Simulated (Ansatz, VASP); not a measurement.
# Cross-check of Al4Te (Te/Al(100)) between VASP and Ansatz, part 2 of 2

One calculation is typed for both programs; each brings its own data sets. How far apart do they land? Of the first pair: The structure shown is the start of the Ansatz relaxation below; VASP solves that cell, so the two are compared at the walk's first step.

VASP 6.6.1 and Ansatz 0.2.0.

So far: The starting structure; Ansatz: relaxation, PBE; VASP: single point, PBE, start cell, pair 1.

## (3) VASP: single point, PBE, start cell, pair 1 (continued)

Level of this step: PBE; plane waves and PAW (Al, Te) (VASP).

Numbers of over 12 decimals in the logs are rounded to 6 here.

Parts of OUTCAR (step 3):

```text
ion  position               nearest neighbor table
   1  0.500  0.500  0.320-   2 2.86   2 2.86   2 2.86   2 2.86
   2  1.000  1.000  0.412-   1 2.86   3 2.86   1 2.86   3 2.86   1 2.86   3 2.86   1 2.86   3 2.86

  LATTYP: Found a simple tetragonal cell.
 ALAT       =     2.8637824638
 C/A-ratio  =     7.6438168685

 Subroutine GETGRP returns: Found  8 space group operations
 (whereof  8 operations were pure point group operations)

The static configuration has the point symmetry C_4v.

 Found     21 irreducible k-points:

   k-points           NKPTS =     21   k-points in BZ     NKDIM =     21   number of bands    NBANDS=     15

   dimension x,y,z NGX =    20 NGY =   20 NGZ =  144
   dimension x,y,z NGXF=    40 NGYF=   40 NGZF=  288

   ENCUT  =  400.0 eV  29.40 Ry    5.42 a.u.   4.67  4.67 35.70*2*pi/ulx,y,z

   NELECT =      18.0000    total number of electrons

 k-points in reciprocal lattice and weights: Automatic mesh
   0.00000000  0.00000000  0.00000000       0.008
   0.09090909  0.00000000  0.00000000       0.033
   0.18181818  0.00000000  0.00000000       0.033
   0.27272727  0.00000000  0.00000000       0.033
   0.36363636  0.00000000  0.00000000       0.033
   0.45454545  0.00000000  0.00000000       0.033
   0.09090909  0.09090909  0.00000000       0.033
   0.18181818  0.09090909  0.00000000       0.066
   0.27272727  0.09090909  0.00000000       0.066
[...]
0.45454545  0.36363636  0.00000000       0.066
   0.45454545  0.45454545  0.00000000       0.033

 dipolmoment           0.000000      0.000000     -0.036385 electrons x Angstroem

 average (electrostatic) potential at core
       1 -78.0922       2 -78.0930       3 -78.1054       4 -78.3139       5 -93.0605

 E-fermi :   2.6498

 k-point     1 :       0.0000    0.0000    0.0000
  band No.  band energies     occupation
    ...
      2      -8.1074      2.00000
      3      -6.9084      2.00000
      4      -5.1779      2.00000
      5      -2.9483      2.00000
      6      -0.3442      2.00000
      7       2.9386      0.10551
      8       4.0853      0.00000
      9       4.0853      0.00000
     10       5.0671      0.00000
     11       5.9589      0.00000
    ...

 k-point     2 :       0.0909    0.0000    0.0000
  band No.  band energies     occupation
    ...
      3      -6.7611      2.00000
      4      -5.0315      2.00000
      5      -2.8041      2.00000
      6      -0.2039      2.00000
      7       2.3515      1.90362
      8       3.0754      0.02796
      9       4.2395      0.00000
     10       5.2081      0.00000
     11       5.9838      0.00000
     12       6.1065      0.00000
    ...

 k-point     3 :       0.1818    0.0000    0.0000
  band No.  band energies     occupation
    ...
      3      -6.3217      2.00000
      4      -4.5962      2.00000
      5      -2.3768      2.00000
      6      -0.2979      2.00000
      7       0.2135      2.00000
      8       3.3520      0.00178
      9       3.6402      0.00010
     10       4.6900      0.00000
     11       4.7754      0.00000
     12       5.6696      0.00000
    ...

  Total        8.8519461      8.8519461      3.5836529      0.0000000     -0.0000000      0.0000000
  in kB       78.9985269     78.9985269     31.9820407      0.0000000     -0.0000000      0.0000000
  external PRESSURE =      63.3263648 kB  Pullay stress =       0.0000000 kB

  energy-cutoff  :      400.00
  volume of cell :      179.53
      direct lattice vectors                 reciprocal lattice vectors
     2.863782464  0.000000000  0.000000000     0.349188534  0.000000000  0.000000000
     0.000000000  2.863782464  0.000000000     0.000000000  0.349188534  0.000000000
     0.000000000  0.000000000 21.890228705     0.000000000  0.000000000  0.045682483

 POSITION                                       TOTAL-FORCE (eV/Angst)
 -----------------------------------------------------------------------------------
      1.43189      1.43189      7.00000         0.000000      0.000000      0.026735
      2.86378      2.86378      9.02500         0.000000      0.000000      0.102790
      1.43189      1.43189     11.05000         0.000000      0.000000      0.082649
      2.86378      2.86378     13.07500         0.000000     -0.000000     -2.606809
      1.43189      1.43189     14.89023         0.000000      0.000000      2.394635
 -----------------------------------------------------------------------------------
    total drift:                                0.000040      0.000040      0.000219

  FREE ENERGIE OF THE ION-ELECTRON SYSTEM (eV)
  ---------------------------------------------------
  free  energy   TOTEN  =       -16.0636596504 eV

  energy  without entropy=      -15.9876650258  energy(sigma->0) =      -16.02566234

 vacuum level on the upper side and lower side of the slab         5.937         6.740

 total charge
# of ion       s       p       d       tot
------------------------------------------
    1        0.473   0.290   0.000   0.763
    2        0.426   0.342   0.000   0.768
    3        0.427   0.338   0.000   0.765
    4        0.466   0.343   0.000   0.810
    5        1.433   1.969   0.141   3.543
--------------------------------------------------
tot          3.225   3.281   0.141   6.648

[... 3 further parts left out ...]
```

## (4) Comparison

Known differences besides the potentials themselves: the data sets hold 28 valence electrons in Ansatz (on its default PAW (the set named soft_2) files) and 18 in VASP; the cutoff is 420 eV in Ansatz and 400 eV in VASP. Total energies have different zeros and are not compared.

Forces (eV/Å; atoms numbered as in POSCAR):

```csv
atom,"Ansatz x, y, z","VASP x, y, z"
Al1,"0.000, 0.000, 0.026","0.000, 0.000, 0.027"
Al2,"0.000, 0.000, 0.102","0.000, 0.000, 0.103"
Al3,"0.000, 0.000, 0.085","0.000, 0.000, 0.083"
Al4,"0.000, 0.000, -2.573","0.000, 0.000, -2.607"
Te5,"0.000, 0.000, 2.361","0.000, 0.000, 2.395"
```

The forces differ by 12 meV/Å r.m.s., which is 1.3 % of the r.m.s. force of 0.915 eV/Å (both taken over all components). Where the cell holds vacuum, a pressure given here is an average over it and none of the material.

## (5) Ansatz: relaxation, PBE

This run makes the geometry at which the two programs are then compared.

The structure compared here is the end of the Ansatz relaxation.

This is the run of step 2 again, met here at its other cell.

## (6) VASP: single point, PBE, relaxed atoms in a fixed cell, pair 2

The same cell, functional, mesh and smearing now go to VASP, with its own data sets.

The input, INCAR:

```
SYSTEM = Al4Te
PREC = Accurate
ENCUT = 400
EDIFF = 1E-06
NELM = 120
ISMEAR = -1
SIGMA = 0.1
LREAL = .FALSE.
ALGO = Normal
GGA = PE
NBANDS = 15
LORBIT = 11
LWAVE = .FALSE.
LCHARG = .FALSE.
ISIF = 2
LDIPOL = .TRUE.
IDIPOL = 3
DIPOL = 0.5 0.5 0.511
LVHAR = .TRUE.
LASPH = .TRUE.
GGA_COMPAT = .FALSE.
NELMDL = -8
KPAR = 2
```

The input, POSCAR:

```
Al4Te
1.0
    2.8637824638      0.0000000000      0.0000000000
    0.0000000000      2.8637824638      0.0000000000
    0.0000000000      0.0000000000     21.8902287046
Al Te
4 1
Direct
    0.5000000000      0.5000000000      0.3197773808
    0.0000000000      0.0000000000      0.4122844088
    0.5000000000      0.5000000000      0.5061757540
    0.0000000000      0.0000000000      0.6027638066
    0.5000000000      0.5000000000      0.7459933918
```

The input, KPOINTS:

```
Automatic mesh
0
Gamma
11 11 1
0 0 0
```

PAW data sets: Al and Te (PBE family, release 64).

Launch:

```sh
mpirun -np 2 vasp_std
```

Log:

```text
[... set-up lines as in an earlier step ...]
 entering main loop
       N       E                     dE             d eps       ncg     rms          rms(c)
DAV:   1     0.491214254053E+02    0.49121E+02   -0.51733E+03   630   0.729E+02
DAV:   2    -0.145485991335E+02   -0.63670E+02   -0.59410E+02   858   0.124E+02
DAV:   3    -0.179951482975E+02   -0.34465E+01   -0.33846E+01   868   0.300E+01
DAV:   4    -0.181279354449E+02   -0.13279E+00   -0.13260E+00   957   0.680E+00
[...]
DAV:  27    -0.169428762687E+02   -0.32998E-05   -0.72923E-06   784   0.111E-02    0.887E-03
DAV:  28    -0.169428780264E+02   -0.17577E-05   -0.99027E-06   749   0.117E-02    0.280E-03
DAV:  29    -0.169428786042E+02   -0.57774E-06   -0.10667E-06   591   0.472E-03
   1 F= -.16942879E+02 E0= -.16899325E+02  d E =-.871079E-01
```

Parts of OUTCAR (step 6):

```text
  Total        1.2756975      1.2756975      0.3621868      0.0000000      0.0000000      0.0000000
  in kB       11.3848665     11.3848665      3.2323093      0.0000000      0.0000000      0.0000000
  external PRESSURE =       8.6673474 kB  Pullay stress =       0.0000000 kB

 POSITION                                       TOTAL-FORCE (eV/Angst)
 -----------------------------------------------------------------------------------
      1.43189      1.43189      7.00000         0.000000      0.000000     -0.183087
      0.00000      0.00000      9.02500         0.000000      0.000000      0.183058
      1.43189      1.43189     11.08030         0.000000      0.000000     -0.000423
      0.00000      0.00000     13.19464        -0.000000     -0.000000     -0.002196
      1.43189      1.43189     16.32997         0.000000     -0.000000      0.002649
 -----------------------------------------------------------------------------------
    total drift:                                0.000000      0.000000      0.000760

  FREE ENERGIE OF THE ION-ELECTRON SYSTEM (eV)
  ---------------------------------------------------
  free  energy   TOTEN  =       -16.9428786042 eV

  energy  without entropy=      -16.8557707376  energy(sigma->0) =      -16.89932467

[... 2 parts as in an earlier step ...]

[... 1 further part left out ...]
[key lines of the parts left out:]
E-fermi :   2.1536
```

## (7) Side by side

What differs besides the data sets and the points named for the pairs above, as far as they apply: the data sets hold 28 valence electrons in Ansatz (on its default PAW (the set named soft_2) files) and 18 in VASP. Total energies have different zeros and are not compared.

Both answers:

```csv
quantity,Ansatz,VASP,difference
"work function, lower of the two faces (eV)",4.35,4.35,0.00
"work function, higher of the two faces (eV)",4.66,4.65,+0.01
```

Forces (eV/Å; atoms numbered as in POSCAR):

```csv
atom,"Ansatz x, y, z","VASP x, y, z"
Al1,"0.000, 0.000, -0.184","0.000, 0.000, -0.183"
Al2,"0.000, 0.000, 0.183","0.000, 0.000, 0.183"
Al3,"0.000, 0.000, 0.001","0.000, 0.000, 0.000"
Al4,"0.000, 0.000, 0.000","0.000, 0.000, -0.002"
Te5,"0.000, 0.000, 0.000","0.000, 0.000, 0.003"
```

The forces differ by 0.9 meV/Å r.m.s., which is 1.4 % of the r.m.s. force of 0.067 eV/Å (both taken over all components). Where the cell holds vacuum, a pressure given here is an average over it and none of the material.

## (8) Outcome

| Item | Value |
| --- | --- |
| r.m.s. force difference (single point, PBE, start cell, pair 1) | 1.3 % of the r.m.s. force |
| r.m.s. force difference (single point, PBE, relaxed atoms in a fixed cell, pair 2) | 0.92 meV/Å |

The r.m.s. force difference is 1.3 % of the r.m.s. force (single point, PBE, start cell, pair 1), within the 3 % picked in this series as the mark of a large difference. The data sets hold unlike numbers of valence electrons (28 in Ansatz and 18 in VASP), so part of the differences may come from the potentials. How closely two codes agree says nothing of how well the functional describes the real material.

[Lines on the potential files, build, host, timing and source positions are cut from VASP's logs without a mark.]

[Logs are printed without paths, hosts, clocks, repeated set-up lines and the standing remarks that a program may print on its own settings, such as how far it seeks lower states.]

[Hosts, paths, dates, database ids (printed as entryN), source tags and the programs' standing remarks are cut or masked in the printed files.]
